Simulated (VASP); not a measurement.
A convergence study with VASP on K$_{2}$S (antifluorite): one setting is varied, all else stays as given below, so the limit is that of these other settings.

```
CELL_PARAMETERS angstrom
      0.00000     3.70500     3.70500
      3.70500     0.00000     3.70500
      3.70500     3.70500     0.00000
ATOMIC_POSITIONS crystal
  K  0.25000 0.25000 0.25000
  K  0.75000 0.75000 0.75000
  S  0.00000 0.00000 0.00000
```

Level of theory: PBE GGA, VASP's PBE PAW potentials (set 64) (plane waves; VASP 6.6.1). The tightest run used: 550 eV cut-off, 10×10×10 Monkhorst-Pack mesh, Gaussian smearing of 0.050 eV, potentials K_sv S.

The reference is 10×10×10 mesh, which took about 3 core-minutes. Times come from single runs on busy shared machines, so they are rough: good to a factor of about 2.

Problem. Of the settings 1×1×1 mesh; 2×2×2 mesh; 3×3×3 mesh; 4×4×4 mesh; 5×5×5 mesh; 6×6×6 mesh; 7×7×7 mesh; 8×8×8 mesh; 9×9×9 mesh; 10×10×10 mesh, which is the lowest that keeps the difference from the reference in the stress, largest component (GPa) within 0.1 from there on, and what does it cost?

Solution. 2×2×2 mesh; its cost over the reference is about 1/10.
```csv
setting,"difference in the stress, largest component (GPa)",cost over the reference
1×1×1 mesh,4.38,about 1/10
2×2×2 mesh,0.00,about 1/10
3×3×3 mesh,0.01,about 1/9
4×4×4 mesh,0.00,about 1/7
5×5×5 mesh,0.00,about 1/6
6×6×6 mesh,0.00,about 1/4
7×7×7 mesh,0.00,about 1/5
8×8×8 mesh,0.00,within a factor of 2
9×9×9 mesh,0.00,about 1/2
10×10×10 mesh,0.00,reference
```

Left out are rungs that failed or repeat a setting and relaxations that didn't move; long series are thinned to 24 rows.

The compound is K2S in the antifluorite structure. The cell was not relaxed at this level.
